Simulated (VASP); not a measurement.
# What spin-orbit coupling changes in Te2Mo, part 2 of 4

Aim: run bands, DOS and a relaxation of Te2Mo twice, without and with spin-orbit coupling. All runs use LDA. Left out of this account: 1 further run (self-consistent run: a reference on another mesh). The start is a cell from a database of measured crystal structures.

VASP 6.6.1, plane waves and PAW; the level of theory is named at each step.

So far, least gap on mesh and path (eV): step 2 (bands along the symmetry lines (LDA)) 0.672.

## 3. Bands along the symmetry lines (LDA + SOC)

This step: LDA, spin-orbit coupling; plane waves and PAW (Te, Mo_sv) (VASP 6.6.1).

Levels along the symmetry lines show where the bands peak and cross; KPOINTS_OPT computes them in the converged potential. Spin-orbit coupling needs spinors and the noncollinear program, where each band holds one electron.

INCAR

```
SYSTEM = Te2Mo
PREC = Accurate
ENCUT = 400
EDIFF = 1E-06
NELM = 100
ISMEAR = -1
SIGMA = 0.05
LREAL = .FALSE.
ALGO = Normal
GGA = CA
LNONCOLLINEAR = .TRUE.
MAGMOM = 0 0 0 0 0 0 0 0 0 0 0 0 0 0 0 0 0 0
NBANDS = 64
GGA_COMPAT = .FALSE.
LASPH = .TRUE.
LSORBIT = .TRUE.
LMAXMIX = 4
LORBIT = 11
LWAVE = .FALSE.
LCHARG = .FALSE.
KPAR = 4
```

POSCAR

```
Te2Mo
1.0
    3.5182000000      0.0000000000      0.0000000000
   -1.7591000000      3.0468505756      0.0000000000
    0.0000000000      0.0000000000     13.9736000000
Te Mo
4 2
Direct
    0.3333333333      0.6666666667      0.6210000000
    0.6666666667      0.3333333333      0.1210000000
    0.3333333333      0.6666666667      0.8790000000
    0.6666666667      0.3333333333      0.3790000000
    0.3333333333      0.6666666667      0.2500000000
    0.6666666667      0.3333333333      0.7500000000
```

KPOINTS

```
Automatic mesh
0
Gamma
7 7 2
0 0 0
```

KPOINTS_OPT

```
Line mode
16
Line-mode
Reciprocal
  0.00000000   0.00000000   0.00000000 GAMMA
  0.50000000   0.00000000   0.00000000 M

  0.50000000   0.00000000   0.00000000 M
  0.33333333   0.33333333   0.00000000 K

  0.33333333   0.33333333   0.00000000 K
  0.00000000   0.00000000   0.00000000 GAMMA

  0.00000000   0.00000000   0.00000000 GAMMA
  0.00000000   0.00000000   0.50000000 A

  0.00000000   0.00000000   0.50000000 A
  0.50000000   0.00000000   0.50000000 L

  0.50000000   0.00000000   0.50000000 L
  0.33333333   0.33333333   0.50000000 H

  0.33333333   0.33333333   0.50000000 H
  0.00000000   0.00000000   0.50000000 A

  0.50000000   0.00000000   0.50000000 L
  0.50000000   0.00000000   0.00000000 M

  0.33333333   0.33333333   0.00000000 K
  0.33333333   0.33333333   0.50000000 H
```

The projector-augmented-wave data sets are Te and Mo_sv (LDA family, release 64).

Command:

```sh
> mpirun -np 4 vasp_ncl
```

The program printed:

```text
[... set-up lines as in an earlier step ...]
 entering main loop
       N       E                     dE             d eps       ncg     rms          rms(c)
DAV:   1     0.372926408494E+03    0.37293E+03   -0.23599E+04  2496   0.119E+03
DAV:   2    -0.156156751993E+02   -0.38854E+03   -0.37617E+03  2600   0.319E+02
DAV:   3    -0.423015715487E+02   -0.26686E+02   -0.26140E+02  2488   0.696E+01
DAV:   4    -0.432326006727E+02   -0.93103E+00   -0.92473E+00  2576   0.121E+01
DAV:   5    -0.432608940197E+02   -0.28293E-01   -0.28273E-01  2632   0.222E+00    0.232E+01
DAV:   6    -0.423773467756E+02    0.88355E+00   -0.77478E+00  2424   0.156E+01    0.963E+00
DAV:   7    -0.421841978342E+02    0.19315E+00   -0.55933E+00  2296   0.118E+01    0.681E+00
DAV:   8    -0.418577055855E+02    0.32649E+00   -0.11106E+00  2344   0.562E+00    0.363E+00
DAV:   9    -0.418541892709E+02    0.35163E-02   -0.13365E-01  2520   0.163E+00    0.117E+00
DAV:  10    -0.418516592131E+02    0.25301E-02   -0.48338E-03  2608   0.404E-01    0.646E-01
DAV:  11    -0.418512985362E+02    0.36068E-03   -0.11258E-03  2624   0.211E-01    0.395E-01
DAV:  12    -0.418512108935E+02    0.87643E-04   -0.13423E-03  2464   0.211E-01    0.141E-01
DAV:  13    -0.418511736801E+02    0.37213E-04   -0.19716E-04  2416   0.918E-02    0.787E-02
DAV:  14    -0.418511687030E+02    0.49771E-05   -0.50467E-05  2472   0.312E-02    0.358E-02
DAV:  15    -0.418511665907E+02    0.21124E-05   -0.76304E-06  2256   0.131E-02    0.164E-02
DAV:  16    -0.418511663446E+02    0.24605E-06   -0.71438E-07  1424   0.408E-03
   1 F= -.41851166E+02 E0= -.41851150E+02  d E =-.330471E-04  mag=     0.0000    -0.0000     0.0000
 Start KPOINTS_OPT (optional k-point list driver)
k-point batch [1-16\144]
       N       E                     dE             ncg
DAV:   1     0.507870575418E+03   -0.10230E+05     2480
DAV:   2    -0.597587452442E+04   -0.64837E+04     2624
DAV:   3    -0.641398941686E+04   -0.43811E+03     2488
DAV:   4    -0.643086439628E+04   -0.16875E+02     2536
DAV:   5    -0.643143934970E+04   -0.57495E+00     2688
DAV:   6    -0.643144779511E+04   -0.84454E-02     2672
DAV:   7    -0.643144795416E+04   -0.15904E-03     2680
DAV:   8    -0.643144795862E+04   -0.44599E-05     2272
DAV:   9    -0.643144795880E+04   -0.18548E-06     1600
[...]
k-point batch [129-144\144]
       N       E                     dE             ncg
DAV:   1    -0.491974574297E+03   -0.27831E+05     2568
DAV:   2    -0.624308365006E+04   -0.57511E+04     2432
DAV:   3    -0.661928778281E+04   -0.37620E+03     2560
DAV:   4    -0.663045157827E+04   -0.11164E+02     2456
DAV:   5    -0.663073996337E+04   -0.28839E+00     2536
DAV:   6    -0.663074691598E+04   -0.69526E-02     2464
DAV:   7    -0.663074720648E+04   -0.29051E-03     2560
DAV:   8    -0.663074721636E+04   -0.98793E-05     1928
DAV:   9    -0.663074721688E+04   -0.51738E-06     1600
```

Wall time 3.7 min (4 MPI ranks of Intel Xeon 6975P-C (Granite Rapids), shared host); peak memory 2.2 GiB; 13 min of CPU time.

From OUTCAR (step 3):

```text
 Found     16 irreducible k-points:

   k-points           NKPTS =     16   k-points in BZ     NKDIM =     16   number of bands    NBANDS=     64

   NELECT =      52.0000    total number of electrons

 E-fermi :   8.3869

 k-point     1 :       0.0000    0.0000    0.0000
  band No.  band energies     occupation
    ...
     48       7.1052      1.00000
     49       7.6839      1.00000
     50       7.6839      1.00000
     51       8.0441      0.99895
     52       8.0441      0.99895
     53      10.5724      0.00000
     54      10.5724      0.00000
     55      10.7009      0.00000
     56      10.7009      0.00000
     57      10.8352      0.00000
    ...

 k-point     2 :       0.1429   -0.0000    0.0000
  band No.  band energies     occupation
    ...
     48       7.0309      1.00000
     49       7.7228      1.00000
     50       7.7228      1.00000
     51       7.8544      0.99998
     52       7.8544      0.99998
     53      10.0015      0.00000
     54      10.0015      0.00000
     55      10.1235      0.00000
     56      10.1235      0.00000
     57      10.1845      0.00000
    ...

  Total       -2.6922391     -2.6922391     -2.5214254      0.0000000      0.0000000     -0.0000000
  in kB      -28.7967997    -28.7967997    -26.9697376      0.0000000      0.0000000     -0.0000000
  external PRESSURE =     -28.1877790 kB  Pullay stress =       0.0000000 kB

 POSITION                                       TOTAL-FORCE (eV/Angst)
 -----------------------------------------------------------------------------------
     -0.00000      2.03123      8.67761         0.000000      0.000000      0.220826
      1.75910      1.01562      1.69081         0.000000      0.000000      0.220826
     -0.00000      2.03123     12.28279         0.000000     -0.000000     -0.220826
      1.75910      1.01562      5.29599         0.000000     -0.000000     -0.220826
     -0.00000      2.03123      3.49340        -0.000000      0.000000      0.000000
      1.75910      1.01562     10.48020        -0.000000     -0.000000      0.000000
 -----------------------------------------------------------------------------------
    total drift:                               -0.000000      0.000000     -0.000000

  FREE ENERGIE OF THE ION-ELECTRON SYSTEM (eV)
  ---------------------------------------------------
  free  energy   TOTEN  =       -41.8511663446 eV

  energy  without entropy=      -41.8511332975  energy(sigma->0) =      -41.85114982

 Spin-Orbit-Coupling matrix elements
 Ion:    1  E_soc:     -0.2106863
 Ion:    2  E_soc:     -0.2106863
 Ion:    3  E_soc:     -0.2106863
 Ion:    4  E_soc:     -0.2106863
 Ion:    5  E_soc:     -0.2131353
 Ion:    6  E_soc:     -0.2131353

 total charge
# of ion       s       p       d       tot
------------------------------------------
    1        1.391   1.984   0.067   3.442
    2        1.391   1.984   0.067   3.442
    3        1.391   1.984   0.067   3.442
    4        1.391   1.984   0.067   3.442
    5        2.258   6.149   4.006  12.413
    6        2.258   6.149   4.006  12.413
--------------------------------------------------
tot         10.079  20.234   8.280  38.594

 magnetization (x)
# of ion       s       p       d       tot
------------------------------------------
    1       -0.000  -0.000   0.000  -0.000
    2        0.000   0.000   0.000   0.000
    3        0.000   0.000  -0.000   0.000
    4       -0.000  -0.000   0.000  -0.000
    5        0.000  -0.000   0.000   0.000
    6       -0.000   0.000   0.000  -0.000
--------------------------------------------------
tot          0.000  -0.000   0.000   0.000

 magnetization (y)
# of ion       s       p       d       tot
------------------------------------------
    1        0.000   0.000   0.000   0.000
    2       -0.000   0.000  -0.000  -0.000
    3        0.000   0.000   0.000   0.000
    4        0.000   0.000   0.000   0.000
    5        0.000   0.000   0.000   0.000
    6        0.000  -0.000   0.000   0.000
--------------------------------------------------
tot          0.000  -0.000   0.000   0.000

 magnetization (z)
# of ion       s       p       d       tot
------------------------------------------
    1        0.000   0.000   0.000   0.000
    2        0.000   0.000   0.000   0.000
    3        0.000   0.000   0.000   0.000
    4        0.000   0.000   0.000   0.000
    5        0.000   0.000   0.000   0.000
    6        0.000   0.000   0.000   0.000
--------------------------------------------------
tot          0.000   0.000   0.000   0.000

[... 8 parts as in an earlier step ...]

[... 5 further parts left out ...]
```

At this level the cell is under a tension of 2.8 GPa, so at these settings it is away from equilibrium.

This step gave:

* SCF cycles: 16
* bands: 64
* free energy (TOTEN): -41.85 eV
* Fermi energy: 8.387 eV
* pressure: -2.819 GPa
* least gap on mesh and path: 0.6564 eV
* least direct gap on mesh and path: 0.9691 eV

On-site spin-orbit energy by atom:

```tsv
atom	on-site spin-orbit energy (eV)
Te1	-0.211
Te2	-0.211
Te3	-0.211
Te4	-0.211
Mo5	-0.213
Mo6	-0.213
```

The electronic bands at the labelled points (eV, zero at the valence-band top; v1 is the highest filled band, c1 the lowest empty one):

```tsv
point	v4	v3	v2	v1	c1	c2	c3	c4
Γ	-0.36	-0.36	0.00	0.00	2.53	2.53	2.66	2.66
0.53 of the way	-0.97	-0.97	-0.84	-0.84	1.08	1.08	1.64	1.64
M	-0.59	-0.59	-0.33	-0.33	1.21	1.21	1.27	1.27
0.53 of the way	-0.57	-0.57	-0.26	-0.26	1.12	1.12	1.25	1.25
K	-0.39	-0.39	-0.07	-0.07	0.90	0.90	0.92	0.92
0.53 of the way	-0.78	-0.78	-0.58	-0.58	0.87	0.87	1.53	1.53
Γ	-0.36	-0.36	0.00	0.00	2.53	2.53	2.66	2.66
0.47 of the way	-0.24	-0.24	-0.02	-0.02	2.54	2.54	2.62	2.62
A	-0.09	-0.09	-0.09	-0.09	2.57	2.57	2.57	2.57
0.47 of the way	-0.79	-0.79	-0.79	-0.79	1.46	1.46	1.46	1.46
L	-0.46	-0.46	-0.46	-0.46	1.23	1.23	1.23	1.23
0.53 of the way	-0.51	-0.51	-0.33	-0.33	1.20	1.20	1.20	1.20
H	-0.36	-0.36	-0.16	-0.16	0.90	0.90	0.94	0.94
0.53 of the way	-0.76	-0.76	-0.66	-0.66	1.11	1.11	1.18	1.18
A	-0.09	-0.09	-0.09	-0.09	2.57	2.57	2.57	2.57
jump to L	-0.46	-0.46	-0.46	-0.46	1.23	1.23	1.23	1.23
0.47 of the way	-0.55	-0.55	-0.37	-0.37	1.22	1.22	1.25	1.25
M	-0.59	-0.59	-0.33	-0.33	1.21	1.21	1.27	1.27
jump to K	-0.39	-0.39	-0.07	-0.07	0.90	0.90	0.92	0.92
0.53 of the way	-0.38	-0.38	-0.12	-0.12	0.90	0.90	0.93	0.93
H	-0.36	-0.36	-0.16	-0.16	0.90	0.90	0.94	0.94
```

Of the projections kept (Te, Mo), the largest for each band there; the rest of the weight can lie on other orbitals:

```tsv
point	v4	v3	v2	v1	c1	c2	c3	c4
Γ	Te 0.88	Te 0.88	Mo 0.78	Mo 0.78	Te 0.68	Te 0.68	Te 0.71	Te 0.71
M	Te 0.78	Te 0.78	Te 0.74	Te 0.74	Mo 0.95	Mo 0.95	Mo 0.93	Mo 0.93
K	Mo 0.89	Mo 0.89	Mo 0.86	Mo 0.86	Mo 0.94	Mo 0.94	Mo 0.93	Mo 0.93
Γ	Te 0.88	Te 0.88	Mo 0.78	Mo 0.78	Te 0.68	Te 0.68	Te 0.71	Te 0.71
A	Mo 0.67	Mo 0.67	Mo 0.67	Mo 0.67	Te 0.69	Te 0.69	Te 0.69	Te 0.69
L	Te 0.76	Te 0.76	Te 0.76	Te 0.76	Mo 0.94	Mo 0.94	Mo 0.94	Mo 0.94
```

Force by atom:

```tsv
atom	x (eV/Å)	y (eV/Å)	z (eV/Å)	size
Te1	0.000	0.000	0.221	0.221
Te2	0.000	0.000	0.221	0.221
Te3	0.000	0.000	-0.221	0.221
Te4	0.000	0.000	-0.221	0.221
Mo5	0.000	0.000	0.000	0.000
Mo6	0.000	0.000	0.000	0.000
```

The gap is 0.66 eV, indirect, from Γ to a point between the labelled ones. Spin-orbit coupling moves it by -0.02 eV. The run took 4.9 times the core time, with 64 spinor bands against 42.

## 4. Total and projected DOS (LDA)

This step: LDA; plane waves and PAW (Te, Mo_sv) (VASP 6.6.1).

Here the states are counted by energy and projected on the atoms.

INCAR

```
SYSTEM = Te2Mo
PREC = Accurate
ENCUT = 400
EDIFF = 1E-06
NELM = 100
ISMEAR = -5
SIGMA = 0.05
LREAL = .FALSE.
ALGO = Normal
GGA = CA
NBANDS = 42
LASPH = .TRUE.
LORBIT = 11
LWAVE = .FALSE.
LCHARG = .FALSE.
KPAR = 4
NEDOS = 2001
```

POSCAR is that of step 3.

KPOINTS is that of step 3.

Command:

```sh
> mpirun -np 4 vasp_std
```

The program printed:

```text
[... set-up lines as in an earlier step ...]
 entering main loop
       N       E                     dE             d eps       ncg     rms          rms(c)
DAV:   1     0.341008722643E+03    0.34101E+03   -0.23306E+04  1544   0.905E+02
DAV:   2    -0.251157745517E+02   -0.36612E+03   -0.34965E+03  1592   0.263E+02
DAV:   3    -0.423276181781E+02   -0.17212E+02   -0.16917E+02  1572   0.512E+01
DAV:   4    -0.426274007737E+02   -0.29978E+00   -0.29946E+00  1584   0.693E+00
DAV:   5    -0.426357278531E+02   -0.83271E-02   -0.83266E-02  1594   0.113E+00    0.222E+01
DAV:   6    -0.417515181324E+02    0.88421E+00   -0.47930E+00  1436   0.119E+01    0.872E+00
DAV:   7    -0.416454217979E+02    0.10610E+00   -0.33231E+00  1384   0.955E+00    0.628E+00
DAV:   8    -0.412229814118E+02    0.42244E+00   -0.75069E-01  1426   0.495E+00    0.192E+00
DAV:   9    -0.412269010734E+02   -0.39197E-02   -0.11289E-01  1550   0.128E+00    0.935E-01
DAV:  10    -0.412208061641E+02    0.60949E-02   -0.20626E-02  1454   0.790E-01    0.245E-01
DAV:  11    -0.412209202239E+02   -0.11406E-03   -0.13592E-03  1656   0.150E-01    0.170E-01
DAV:  12    -0.412209587817E+02   -0.38558E-04   -0.14141E-04  1494   0.519E-02    0.185E-01
DAV:  13    -0.412208605823E+02    0.98199E-04   -0.36102E-04  1450   0.101E-01    0.430E-03
DAV:  14    -0.412208614603E+02   -0.87798E-06   -0.11225E-05  1540   0.150E-02    0.132E-02
DAV:  15    -0.412208614339E+02    0.26385E-07   -0.15945E-07   782   0.199E-03
   1 F= -.41220861E+02 E0= -.41220861E+02  d E =0.000000E+00
```

Run time: 9.6 s. Hardware: 4 MPI ranks; peak memory 0.83 GiB; 32 s of CPU time.

Parts of OUTCAR (step 4):

```text
 Found     16 irreducible k-points:

   NELECT =      52.0000    total number of electrons

 E-fermi :   8.0360

 k-point     1 :       0.0000    0.0000    0.0000
  band No.  band energies     occupation
    ...
     22       6.9473      2.00000
     23       6.9824      2.00000
     24       6.9824      2.00000
     25       7.7100      2.00000
     26       8.0173      2.00000
     27      10.8974      0.00000
     28      10.8974      0.00000
     29      11.0279      0.00000
     30      11.0279      0.00000
     31      11.1241      0.00000
    ...

 k-point     2 :       0.1429   -0.0000    0.0000
  band No.  band energies     occupation
    ...
     22       6.6455      2.00000
     23       6.8660      2.00000
     24       7.0054      2.00000
     25       7.6945      2.00000
     26       7.8687      2.00000
     27      10.0435      0.00000
     28      10.1919      0.00000
     29      10.2523      0.00000
     30      10.3058      0.00000
     31      10.5400      0.00000
    ...

  Total       -2.7926592     -2.7926592     -2.6078545      0.0000000      0.0000000      0.0000000
  in kB      -29.8709155    -29.8709155    -27.8942022      0.0000000      0.0000000      0.0000000
  external PRESSURE =     -29.2120111 kB  Pullay stress =       0.0000000 kB

 POSITION                                       TOTAL-FORCE (eV/Angst)
 -----------------------------------------------------------------------------------
     -0.00000      2.03123      8.67761        -0.000000     -0.000000      0.238531
      1.75910      1.01562      1.69081         0.000000     -0.000000      0.238531
     -0.00000      2.03123     12.28279         0.000000     -0.000000     -0.238531
      1.75910      1.01562      5.29599         0.000000     -0.000000     -0.238531
     -0.00000      2.03123      3.49340         0.000000     -0.000000     -0.000000
      1.75910      1.01562     10.48020        -0.000000      0.000000     -0.000000
 -----------------------------------------------------------------------------------
    total drift:                               -0.000000      0.000000     -0.000000

  FREE ENERGIE OF THE ION-ELECTRON SYSTEM (eV)
  ---------------------------------------------------
  free  energy   TOTEN  =       -41.2208614339 eV

  energy  without entropy=      -41.2208614339  energy(sigma->0) =      -41.22086143

[... 14 parts as in an earlier step ...]

[... 1 further part left out ...]
```

The gap is read on the k-mesh alone, so it is an upper bound where the band edges lie off the mesh.

Numbers from this step:

- SCF cycles: 15
- bands: 42
- free energy (TOTEN): -41.22 eV
- Fermi energy: 8.036 eV
- pressure: -2.921 GPa
- conduction bottom at k: 0.2857, 0.1429, 0
- least direct gap at k: 0.2857, 0.2857, 0
- gap on the k-mesh: 0.8057 eV
- least direct gap on the k-mesh: 1.247 eV

The density of states has structure finer than the step of the table below, so its rows give means over 0.5 eV, whole bins alone (the curve runs from -12.0 to 3.17 eV). Peaks (eV: height): total -4.75: 9.67, -1.06: 11.2, -0.60: 8.91, 1.71: 10.2; Mo d -1.06: 4.56, -0.52: 3.83, 1.25: 5.52, 1.63: 6.06; Te p -4.75: 3.08, -3.59: 2.37, -1.83: 2.58, -1.06: 2.62; Te s -10.74: 5.16; Te d -1.44: 0.118, -1.06: 0.158, 1.71: 0.208, 2.24: 0.212.

States under -12.0 eV and over 3.2 eV are left out. Table of density of states by energy, zero at the valence-band top; means over each step; values in states/eV/cell:

```tsv
energy (eV)	total	Mo d	Te p	Te s	Te d	Mo p	Mo s
-11.5	3.33	0.0509	0.0340	2.08	0.00157	0.0443	0.0432
-11.0	5.65	0.161	0.0541	3.69	0.00348	0.0701	0.0412
-10.5	3.93	0.202	0.0243	2.67	0.00173	0.0215	0.00409
-10.0	0	0	0	0	0	0	0
-9.5	0	0	0	0	0	0	0
-9.0	0	0	0	0	0	0	0
-8.5	0	0	0	0	0	0	0
-8.0	0	0	0	0	0	0	0
-7.5	0	0	0	0	0	0	0
-7.0	0	0	0	0	0	0	0
-6.5	0	0	0	0	0	0	0
-6.0	0.00653	4.5e-4	0.00174	1.1e-4	2.2e-5	1.4e-5	5.7e-4
-5.5	1.65	0.146	0.499	0.0200	0.00726	0.0151	0.101
-5.0	5.15	0.633	1.57	0.0611	0.0290	0.0581	0.216
-4.5	4.93	0.786	1.54	0.0749	0.0266	0.0601	0.0825
-4.0	2.34	0.397	0.709	0.0678	0.0155	0.0268	0.0611
-3.5	6.19	1.17	1.83	0.190	0.0589	0.0957	0.153
-3.0	4.69	1.19	1.38	0.103	0.0485	0.0594	0.0730
-2.5	5.57	1.92	1.54	0.0705	0.0672	0.0547	0.0344
-2.0	6.60	2.01	1.90	0.102	0.0752	0.0990	0.0402
-1.5	6.77	2.33	1.85	0.0804	0.0819	0.114	0.0273
-1.0	5.33	2.13	1.29	0.0468	0.0678	0.0885	0.0155
-0.5	6.34	2.82	1.44	0.0539	0.0459	0.0788	0.0409
0.0	0.445	0.145	0.136	0.0109	0.00269	0.00743	0.00674
0.5	7.1e-4	4.2e-4	5.9e-5	1.3e-5	1.3e-5	4.2e-6	4.2e-6
1.0	3.61	2.35	0.300	0.0502	0.0493	0.0139	0.0372
1.5	7.95	4.93	0.874	0.0976	0.142	0.0398	0.0829
2.0	5.98	2.88	1.15	0.110	0.146	0.0461	0.0353
2.5	5.13	2.12	1.22	0.111	0.154	0.0437	0.00782
```

Force by atom:

```tsv
atom	x (eV/Å)	y (eV/Å)	z (eV/Å)	size
Te1	0.000	0.000	0.239	0.239
Te2	0.000	0.000	0.239	0.239
Te3	0.000	0.000	-0.239	0.239
Te4	0.000	0.000	-0.239	0.239
Mo5	0.000	0.000	0.000	0.000
Mo6	0.000	0.000	0.000	0.000
```

The gap on this mesh is 0.81 eV, over the 0.67 eV of the band run, since this mesh misses a band edge. In the top eV of the valence band the largest shares in the PAW spheres are Mo d 44 % and Te p 23 %; in the lowest eV of the conduction band, Mo d 62 % and Te p 11 %. The rest lies in smaller channels or between the spheres.

[end of part 2 of 4]

[Lines on the potential files, build, host, timing and source positions are cut from VASP's logs without a mark.]

[Logs are printed without paths, hosts, clocks, repeated set-up lines and the standing remarks that a program may print on its own settings, such as how far it seeks lower states.]

[Hosts, paths, dates, database ids (printed as entryN), source tags and the programs' standing remarks are cut or masked in the printed files.]

[A measured line is paired with the nearest computed mode of its activity, which favours agreement.]
